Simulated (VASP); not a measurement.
Method: PBE GGA, VASP's PBE PAW potentials (set 64) (plane waves; VASP 6.6.1).

A VASP calculation is set up with these files.

**POSCAR**
```
Na
1
   -2.1300000000     2.1300000000     2.1300000000
    2.1300000000    -2.1300000000     2.1300000000
    2.1300000000     2.1300000000    -2.1300000000
Na
1
Direct
  0.0000000000   0.0000000000   0.0000000000
```

INCAR:
```
SYSTEM  =  Na
PREC  =  Accurate; ENCUT  =  300; LREAL  =  F
LASPH  =  T
EDIFF  =  1E-6; NELM  =  100; ALGO  =  Normal
ISMEAR  =  0; SIGMA  =  0.1
GGA  =  PE
ISIF  =  2
LWAVE  =  F; LCHARG  =  F
```

KPOINTS:
```
Regular mesh
0
Gamma
  9 9 9
```

POTCAR, in this order: Na_pv (PBE.64 set). Program: vasp_std.

Problem. Estimate the energy per atom (σ→0), band gap (on the k-mesh).

Solution. 
| Quantity | Result |
|---|---|
| energy per atom (σ→0) | -1.315 eV/atom |
| band gap (on the k-mesh) | none (metal, semimetal or under 0.01 eV) |

File OSZICAR:
```
...
DAV:   3    -0.131395910782E+01   -0.29970E+00   -0.29970E+00   623   0.223E+01
DAV:   4    -0.131629475795E+01   -0.23357E-02   -0.23357E-02   602   0.179E+00
DAV:   5    -0.131632521605E+01   -0.30458E-04   -0.30458E-04   630   0.178E-01    0.216E-01
DAV:   6    -0.131616939681E+01    0.15582E-03   -0.46189E-04   574   0.327E-01    0.144E-01
DAV:   7    -0.131606493351E+01    0.10446E-03   -0.10236E-03   504   0.398E-01    0.123E-02
DAV:   8    -0.131606034334E+01    0.45902E-05   -0.31058E-05   679   0.119E-01    0.395E-03
DAV:   9    -0.131606046157E+01   -0.11823E-06   -0.74794E-07   308   0.167E-02
   1 F= -.13160605E+01 E0= -.13150377E+01  d E =-.204562E-02
```

The structure is a typed Na crystal. The cell was not relaxed at this level.
